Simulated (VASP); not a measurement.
Set up this calculation in VASP 6.6.1, as the native input.

- Task: relaxation of cell and atoms
- Functional: PBEsol
- Potentials or basis: VASP PAW PBE potentials, release 64 (Hf_pv)
- Cutoff: 600 eV
- k mesh: 15 × 15 × 7
- Occupations: methfessel-paxton, width 0.1 eV
- Spin: no spin polarisation
- Further INCAR settings: ALGO = Normal; EDIFF = 1e-06; IBRION = 2; EDIFFG = -0.01; NSW = 90; ISIF = 3

The structure of Hf lies in POSCAR:

```
Hf
1.0
    3.1967000000      0.0000000000      0.0000000000
   -1.5983500000      2.7684234083      0.0000000000
    0.0000000000      0.0000000000      5.0578000000
Hf
2
Direct
    0.3333333333      0.6666666667      0.2500000000
    0.6666666667      0.3333333333      0.7500000000
```

These files were run (other wordings do the same):

INCAR

```
SYSTEM = Hf
ALGO = Normal
EDIFF = 1E-6
EDIFFG = -0.01
ENCUT = 600
GGA = PS
IBRION = 2
ISIF = 3
ISMEAR = 1
KPAR = 2
LASPH = .True.
LCHARG = .False.
LREAL = .False.
LWAVE = .False.
NELM = 80
NSW = 90
PREC = Accurate
SIGMA = 0.1
```

KPOINTS

```
k-points
0
Gamma
  15 15 7
  0 0 0
```

Potentials or basis: VASP PAW PBE potentials, release 64 (Hf_pv).

The run is started by

```console
$ cat potpaw_PBE.64/Hf_pv/POTCAR > POTCAR
$ mpirun -np 2 vasp_std > vasp.out
```

It gave:

```
Relaxed volume                         : 21.53 Å³/atom
Relaxed cell                           : a = 3.157 Å, b = 3.157 Å, c = 4.990 Å, α = 90.00°, β = 90.00°, γ = 120.00°
Space group after relaxing (to 0.05 Å) : P6_3/mmc (No. 194)
Energy gained by relaxing              : 11.6 meV/atom
Ionic steps                            : 3
Pressure after relaxing                : -0.1 GPa
Band gap on the k mesh                 : none (metal or under the smearing width)
```

Caveat: the PAW data sets were made with another functional, which shifts forces and pressure a little.

Run time: 37 s on 2 MPI ranks on Intel(R) Xeon(R) 6975P-C (Granite Rapids), on a shared host, peak memory 0.22 GiB a rank.
